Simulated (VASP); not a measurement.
**BaHfO3: energy against strain**

BaHfO3 (cubic perovskite, Pm-3m, 14.345 Å³/atom and stress up to 0.18 GPa in the relaxed cell, cube axes along x, y and z) under a strain ε along a cube axis (axis z), the other axes held. PBEsol in VASP (plane waves, PAW), 600 eV, 8×8×8 Γ-centred mesh, Gaussian smearing 0.05 eV; ions are relaxed, or left where forces stay under 0.02 eV/Å, within the symmetry of each cell.

Here s stands for strain and y for E less E0.

```csv
strain (%),E less E0 (meV/atom)
-1.50,3.85
-1.00,1.71
-0.50,0.45
0.00,0.00
0.50,0.34
1.00,1.42
1.50,3.18
3.00,?
```

Q: Fit y against s with a parabola, and predict the withheld value at s = 3.00.

A: Least squares gives y = 0.003 - 0.1929·s + 1.5610·s². Residuals (row less fit): 0.045, -0.047, -0.040, -0.003, 0.043, 0.049, -0.046; standard error 0.055 (degrees of freedom: 4). Twice the quadratic coefficient over the volume, 2 × 1.5610 meV × 10⁴ × 0.1602 / 14.345 Å³, is the elastic constant C11 = 349 ± 5 GPa (± standard error of the fit, which holds the terms cut off). At the withheld row, y = 0.003 - 0.1929 × 3.0 + 1.5610 × 3.0² = 13.473 meV/atom. The calculation gives 12.32 meV/atom, 1.153 meV/atom below the prediction (9.4 % of the range of y in the table). The row lies outside the fitted rows, so this is an extrapolation. From the scatter of the fitted rows alone, a prediction at this place has a standard error of 0.211 meV/atom, so the miss is 5.5 times that.

A polynomial of degree 3 through the 12 other runs of the series gives 12.27 there, so most of the miss is curvature that the fit leaves out. The primitive cell can neither tilt nor turn polar against its symmetry, as such crystals can under strain. Rows are the converged runs of the series near zero and its far end, less any whose ions stayed unrelaxed beside relaxed ones; series whose fitted rows scatter by over a few per cent of the range, as at a crossing or softening among them, aren't shown in this form. Most that stay on the fit to the last digits aren't either.
